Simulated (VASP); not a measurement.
Method: PBE GGA, VASP's PBE PAW potentials (set 64) (plane waves; VASP 6.6.1).

Input for VASP

KPOINTS:
```
Automatic mesh
0
Gamma
6 6 6
0 0 0
```

### POSCAR
```
KI
1
   -0.0000000000     3.5937350754     3.5937350754
    3.5937350754    -0.0000000000     3.5937350754
    3.5937350754     3.5937350754    -0.0000000000
K I
1 1
Direct
  0.0000000000   0.0000000000   0.0000000000
  0.5000000000   0.5000000000   0.5000000000
```

### INCAR
```
! general
SYSTEM   =  KI
PREC     =  Accurate
ENCUT    =  520
LREAL    =  F
LASPH    =  T

! electronic loop
EDIFF    =  1E-6
NELM     =  100
ALGO     =  Normal
LMAXMIX  =  4

! smearing
ISMEAR   =  0
SIGMA    =  0.05

! functional
GGA      =  PE

! ions
IBRION   =  2
NSW      =  60
ISIF     =  3
EDIFFG   =  -0.01

! output
LWAVE    =  F
LCHARG   =  F
```

POTCAR, in this order: K_sv I (PBE.64 set). Program: vasp_std.

The resulting files:

### OUTCAR
```
 ion  position               nearest neighbor table
   1  0.000  0.000  0.000-   2 3.59   2 3.59   2 3.59   2 3.59   2 3.59   2 3.59
   2  0.500  0.500  0.500-   1 3.59   1 3.59   1 3.59   1 3.59   1 3.59   1 3.59
  LATTYP: Found a face centered cubic cell.
 ALAT       =     7.1874701508
 Subroutine PRICEL returns:
 Original cell was already a primitive cell.
 Subroutine GETGRP returns: Found 48 space group operations
The static configuration has the point symmetry O_h .
The dynamic configuration has the point symmetry O_h .
 Subroutine INISYM returns: Found 48 space group operations
 Subroutine IBZKPT returns following result:
 Found     16 irreducible k-points:

 Following reciprocal coordinates:
            Coordinates               Weight
  0.000000  0.000000  0.000000      1.000000
  0.166667  0.000000  0.000000      8.000000
  0.333333  0.000000  0.000000      8.000000
  0.500000  0.000000  0.000000      4.000000
  0.166667  0.166667  0.000000      6.000000
  0.333333  0.166667  0.000000     24.000000
  0.500000  0.166667  0.000000     24.000000
 -0.333333  0.166667  0.000000     24.000000
 -0.166667  0.166667  0.000000     12.000000
  0.333333  0.333333  0.000000      6.000000
  0.500000  0.333333  0.000000     24.000000
 -0.333333  0.333333  0.000000     12.000000
  0.500000  0.500000  0.000000      3.000000
  0.500000  0.333333  0.166667     24.000000
 -0.333333  0.333333  0.166667     24.000000
 -0.333333  0.500000  0.166667     12.000000
   k-points           NKPTS =     16   k-points in BZ     NKDIM =     16   number of bands    NBANDS=     12
   number of dos      NEDOS =    301   number of ions     NIONS =      2
   total plane-waves  NPLWV =  64000
   dimension x,y,z NGX =    40 NGY =   40 NGZ =   40
   dimension x,y,z NGXF=    80 NGYF=   80 NGZF=   80
   ions per type =               1   1
   PREC   = accura    normal or accurate (medium, high low for compatibility)
   ISTART =      0    job   : 0-new  1-cont  2-samecut
...
```

File OSZICAR:
```
       N       E                     dE             d eps       ncg     rms          rms(c)
DAV:   1     0.951532615163E+02    0.95153E+02   -0.66321E+03   384   0.114E+03
DAV:   2     0.719342788447E+00   -0.94434E+02   -0.89183E+02   480   0.243E+02
DAV:   3    -0.530878517440E+01   -0.60281E+01   -0.60045E+01   484   0.582E+01
DAV:   4    -0.565363873068E+01   -0.34485E+00   -0.34434E+00   704   0.120E+01
DAV:   5    -0.565551111612E+01   -0.18724E-02   -0.18723E-02   512   0.800E-01    0.277E+00
DAV:   6    -0.556421974631E+01    0.91291E-01   -0.13289E-01   472   0.220E+00    0.203E+00
DAV:   7    -0.555818269123E+01    0.60371E-02   -0.13645E-01   480   0.205E+00    0.802E-01
DAV:   8    -0.556439166904E+01   -0.62090E-02   -0.14584E-02   492   0.885E-01    0.106E-01
DAV:   9    -0.556497871480E+01   -0.58705E-03   -0.12768E-03   508   0.225E-01    0.682E-02
DAV:  10    -0.556515022350E+01   -0.17151E-03   -0.18726E-04   476   0.960E-02    0.174E-02
DAV:  11    -0.556516709219E+01   -0.16869E-04   -0.35890E-05   476   0.377E-02    0.129E-02
DAV:  12    -0.556516855423E+01   -0.14620E-05   -0.43434E-06   464   0.167E-02    0.101E-02
DAV:  13    -0.556516896713E+01   -0.41289E-06   -0.10239E-06   348   0.668E-03
   1 F= -.55651690E+01 E0= -.55651690E+01  d E =-.556517E+01
```

OUTCAR:
```
------------------------ aborting loop because EDIFF is reached ----------------------------------------
  FORCE on cell =-STRESS in cart. coord.  units (eV):
  Direction    XX          YY          ZZ          XY          YZ          ZX
  --------------------------------------------------------------------------------------
  Total       -0.0016565     -0.0016565     -0.0016565      0.0000000      0.0000000     -0.0000000
  in kB       -0.0285914     -0.0285914     -0.0285914      0.0000000      0.0000000     -0.0000000
  external PRESSURE =      -0.0285914 kB  Pullay stress =       0.0000000 kB
  volume of cell :       92.83
      direct lattice vectors                 reciprocal lattice vectors
     0.000000000  3.593735075  3.593735075    -0.139131013  0.139131013  0.139131013
     3.593735075  0.000000000  3.593735075     0.139131013 -0.139131013  0.139131013
     3.593735075  3.593735075  0.000000000     0.139131013  0.139131013 -0.139131013
  FREE ENERGIE OF THE ION-ELECTRON SYSTEM (eV)
  ---------------------------------------------------
  free  energy   TOTEN  =        -5.5651689671 eV

  energy  without entropy=       -5.5651689671  energy(sigma->0) =       -5.56516897

 reached required accuracy - stopping structural energy minimisation
```
(Selected blocks of OUTCAR.)

**OUTCAR**
```
 val. band max:       -0.6719922764   @ k =   0.0000   0.0000   0.0000

 cond. band min:       3.1753274838   @ k =   0.0000   0.0000   0.0000


 Fermi energy:        -0.4603329149

 k-point     1 :       0.0000    0.0000    0.0000
  band No.  band energies     occupation
      1     -29.2681      2.00000
      2     -12.7495      2.00000
      3     -12.7495      2.00000
      4     -12.7495      2.00000
      5     -11.1010      2.00000
      6      -0.6720      2.00000
      7      -0.6720      2.00000
      8      -0.6720      2.00000
      9       3.1753      0.00000
     10       5.8403      0.00000
     11       5.8403      0.00000
     12       5.8403      0.00000

 k-point     2 :       0.1667    0.0000    0.0000
  band No.  band energies     occupation
      1     -29.2677      2.00000
      2     -12.7786      2.00000
      3     -12.7501      2.00000
      4     -12.7501      2.00000
      5     -11.0452      2.00000
      6      -1.0523      2.00000
      7      -0.7510      2.00000
      8      -0.7510      2.00000
      9       3.7711      0.00000
     10       5.7461      0.00000
     11       6.1168      0.00000
     12       6.1168      0.00000

 k-point     3 :       0.3333    0.0000    0.0000
  band No.  band energies     occupation
      1     -29.2670      2.00000
      2     -12.8321      2.00000
      3     -12.7511      2.00000
      4     -12.7511      2.00000
      5     -10.9365      2.00000
      6      -1.6361      2.00000
      7      -0.8984      2.00000
      8      -0.8984      2.00000
      9       4.5874      0.00000
     10       6.2192      0.00000
     11       6.7798      0.00000
     12       6.7798      0.00000

 k-point     4 :       0.5000    0.0000    0.0000
  band No.  band energies     occupation
      1     -29.2666      2.00000
      2     -12.8570      2.00000
      3     -12.7516      2.00000
      4     -12.7516      2.00000
      5     -10.8833      2.00000
      6      -1.8786      2.00000
...
```

Unless said otherwise, spin-orbit coupling is left out, though it shifts the bands of the heavy elements here.

The compound is KI in the rock salt structure. It was relaxed first, which changed the volume by +5 %. The start is the result of an earlier pass.
